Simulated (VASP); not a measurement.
Level of theory: r2SCAN meta-GGA, VASP's PBE PAW potentials (set 64) (plane waves; VASP 6.6.1).

A VASP calculation is set up with these files.

INCAR:
```
NELM = 100
ISIF = 2   # forces and stress, cell fixed
ENCUT = 520
LREAL = .FALSE.
LCHARG = .FALSE.
LASPH = .TRUE.   # aspherical one-centre terms
LMIXTAU = .TRUE.
ALGO = Normal
SIGMA = 0.05
PREC = Accurate
SYSTEM = KMgF3
EDIFF = 1E-7
LWAVE = .FALSE.
METAGGA = R2SCAN
ISMEAR = 0   # Gaussian
```

File KPOINTS:
```
Regular mesh
0
G
  6 6 6
```

### POSCAR
```
KMgF3
1
    4.0509395211     0.0000000000     0.0000000000
    0.0000000000     4.0509395211     0.0000000000
    0.0000000000     0.0000000000     4.0509395211
K Mg F
1 1 3
Direct
  0.0000000000   0.0000000000   0.0000000000
  0.5000000000   0.5000000000   0.5000000000
  0.5000000000   0.0000000000   0.5000000000
  0.0000000000   0.5000000000   0.5000000000
  0.5000000000   0.5000000000   0.0000000000
```

POTCAR, in this order: K_sv Mg F (PBE.64 set). Program: vasp_std.

Output

File OSZICAR:
```
       N       E                     dE             d eps       ncg     rms          rms(c)
DAV:   1     0.233388147327E+03    0.23339E+03   -0.18087E+04   800   0.159E+03
DAV:   2    -0.370016906191E+02   -0.27039E+03   -0.25931E+03  1048   0.397E+02
DAV:   3    -0.482419800743E+02   -0.11240E+02   -0.11207E+02   956   0.809E+01
DAV:   4    -0.487055866279E+02   -0.46361E+00   -0.46233E+00  1464   0.130E+01
DAV:   5    -0.487067389161E+02   -0.11523E-02   -0.11522E-02   924   0.707E-01    0.817E+00
DAV:   6    -0.394540110075E+02    0.92527E+01   -0.50713E+00  1040   0.182E+01    0.265E+00
DAV:   7    -0.368173515449E+02    0.26367E+01   -0.12432E+00  1088   0.125E+01    0.190E+00
DAV:   8    -0.415585917150E+02   -0.47412E+01   -0.10435E+00  1012   0.103E+01    0.112E+00
DAV:   9    -0.365782593354E+02    0.49803E+01   -0.77274E-01   888   0.677E+00    0.960E-01
DAV:  10    -0.373473905879E+02   -0.76913E+00   -0.40359E-01   912   0.575E+00    0.182E-01
DAV:  11    -0.373314840212E+02    0.15907E-01   -0.58132E-03  1212   0.596E-01    0.181E-01
DAV:  12    -0.372757222091E+02    0.55762E-01   -0.44580E-03   848   0.689E-01    0.194E-01
DAV:  13    -0.373684610270E+02   -0.92739E-01   -0.35466E-02   828   0.183E+00    0.148E-01
DAV:  14    -0.373680220387E+02    0.43899E-03   -0.16336E-03   932   0.386E-01    0.112E-01
DAV:  15    -0.373681146502E+02   -0.92611E-04   -0.48924E-05  1120   0.677E-02    0.125E-01
DAV:  16    -0.373682039297E+02   -0.89280E-04   -0.34205E-05   916   0.520E-02    0.111E-01
DAV:  17    -0.373691533741E+02   -0.94944E-03   -0.36220E-04   856   0.228E-01    0.457E-02
DAV:  18    -0.373693285191E+02   -0.17515E-03   -0.32990E-05  1400   0.642E-02    0.317E-02
DAV:  19    -0.373692941627E+02    0.34356E-04   -0.29228E-06   936   0.186E-02    0.259E-02
DAV:  20    -0.373693338890E+02   -0.39726E-04   -0.22055E-05   876   0.435E-02    0.483E-03
DAV:  21    -0.373693394932E+02   -0.56042E-05   -0.21991E-06  1104   0.144E-02    0.479E-03
DAV:  22    -0.373693405632E+02   -0.10699E-05   -0.79491E-07  1096   0.903E-03    0.140E-03
DAV:  23    -0.373693412770E+02   -0.71385E-06   -0.95469E-07   876   0.110E-02    0.130E-03
DAV:  24    -0.373693414430E+02   -0.16604E-06   -0.36388E-07   856   0.718E-03    0.113E-03
DAV:  25    -0.373693413594E+02    0.83689E-07   -0.96171E-08   572   0.387E-03
   1 F= -.37369341E+02 E0= -.37369341E+02  d E =-.171792E-17
```

OUTCAR:
```
------------------------ aborting loop because EDIFF is reached ----------------------------------------
  FORCE on cell =-STRESS in cart. coord.  units (eV):
  Direction    XX          YY          ZZ          XY          YZ          ZX
  --------------------------------------------------------------------------------------
  Total       -1.7610810     -1.7610810     -1.7610810     -0.0000000     -0.0000000      0.0000000
  in kB      -42.4446179    -42.4446179    -42.4446179     -0.0000000     -0.0000000      0.0000000
  external PRESSURE =     -42.4446179 kB  Pullay stress =       0.0000000 kB
  volume of cell :       66.48
      direct lattice vectors                 reciprocal lattice vectors
     4.050939521  0.000000000  0.000000000     0.246856314  0.000000000  0.000000000
     0.000000000  4.050939521  0.000000000     0.000000000  0.246856314  0.000000000
     0.000000000  0.000000000  4.050939521     0.000000000  0.000000000  0.246856314
 POSITION                                       TOTAL-FORCE (eV/Angst)
 -----------------------------------------------------------------------------------
      0.00000      0.00000      0.00000         0.000000      0.000000      0.000000
      2.02547      2.02547      2.02547         0.000000      0.000000      0.000000
      2.02547      0.00000      2.02547         0.000000      0.000000      0.000000
      0.00000      2.02547      2.02547         0.000000      0.000000      0.000000
      2.02547      2.02547      0.00000         0.000000      0.000000      0.000000
 -----------------------------------------------------------------------------------
    total drift:                                0.000000      0.000000     -0.000000
  FREE ENERGIE OF THE ION-ELECTRON SYSTEM (eV)
  ---------------------------------------------------
  free  energy   TOTEN  =       -37.3693413594 eV

  energy  without entropy=      -37.3693413594  energy(sigma->0) =      -37.36934136
```
(Selected blocks of OUTCAR.)

File OUTCAR:
```
 val. band max:       -2.4496599312   @ k =   0.5000   0.5000   0.5000

 cond. band min:       5.4250151877   @ k =   0.0000   0.0000   0.0000


 Fermi energy:        -2.1596176760

 k-point     1 :       0.0000    0.0000    0.0000
  band No.  band energies     occupation
      1     -29.1520      2.00000
      2     -23.5662      2.00000
      3     -22.9950      2.00000
      4     -22.9950      2.00000
      5     -11.8718      2.00000
      6     -11.8718      2.00000
      7     -11.8718      2.00000
      8      -4.7630      2.00000
      9      -4.7630      2.00000
     10      -4.7630      2.00000
     11      -3.0376      2.00000
     12      -3.0376      2.00000
     13      -3.0376      2.00000
     14      -2.7685      2.00000
     15      -2.7685      2.00000
     16      -2.7685      2.00000
     17       5.4250      0.00000
     18       8.3171      0.00000
     19       8.3171      0.00000
     20      10.5905      0.00000

 k-point     2 :       0.1667    0.0000    0.0000
  band No.  band energies     occupation
      1     -29.1466      2.00000
      2     -23.5381      2.00000
      3     -23.0273      2.00000
      4     -22.9938      2.00000
      5     -11.8716      2.00000
      6     -11.8610      2.00000
      7     -11.8610      2.00000
      8      -4.7367      2.00000
      9      -4.7293      2.00000
     10      -4.7293      2.00000
     11      -3.0921      2.00000
     12      -3.0877      2.00000
     13      -3.0877      2.00000
     14      -3.0005      2.00000
     15      -2.8167      2.00000
     16      -2.8167      2.00000
     17       5.8921      0.00000
     18       8.5511      0.00000
     19       8.5918      0.00000
     20      10.7130      0.00000

 k-point     3 :       0.3333    0.0000    0.0000
  band No.  band energies     occupation
      1     -29.1359      2.00000
      2     -23.4693      2.00000
      3     -23.1035      2.00000
      4     -22.9901      2.00000
      5     -11.8710      2.00000
...
```

The compound is KMgF3 in the cubic perovskite structure. This cell is one point of a volume scan, at 1.06 of the reference volume.
